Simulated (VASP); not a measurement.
Here is the system:

```xyz
2
Lattice="2.6970 0.0000 0.0000 0.0000 2.6970 0.0000 0.0000 0.0000 3.7068" Properties=species:S:1:pos:R:3 pbc="T T T"
Fe     0.0000     0.0000     0.0000
Pt     1.3485     1.3485     1.8534
```
Starting moments (μB, in the order of the record's atoms Fe Pt): 3.2 0.3.

All values below come from SCAN meta-GGA, VASP's PBE PAW potentials (set 64) (plane waves; VASP 6.6.1). Settings: 520 eV cut-off, 15×15×11 Γ-centred mesh, tetrahedra with Blöchl corrections, potentials Fe Pt.

Unless said otherwise, spin-orbit coupling is left out, though it shifts the bands of the heavy elements here.

Q: Tabulate the total density of states (states/eV per cell) against energy (eV; zero at the valence-band maximum or, without a gap, the Fermi level).

A: 
```tsv
E (eV)	DOS (states/eV)
-9.91	0.11
-9.34	0.17
-8.77	0.25
-8.21	0.31
-7.64	0.42
-7.07	0.82
-6.50	1.78
-6.05	2.75
-5.48	1.97
-4.92	2.06
-4.35	3.20
-3.78	2.87
-3.21	3.27
-2.65	2.26
-2.08	3.01
-1.51	1.76
-0.95	2.33
-0.38	1.55
0.07	1.10
0.64	0.82
1.21	2.73
1.78	2.34
2.34	1.01
2.91	0.62
3.48	0.61
```
Within 2 eV below the Fermi level the largest weight inside VASP's projection spheres is Pt d, then Fe d.

The compound is FePt in the L1_0 structure. It was relaxed first.
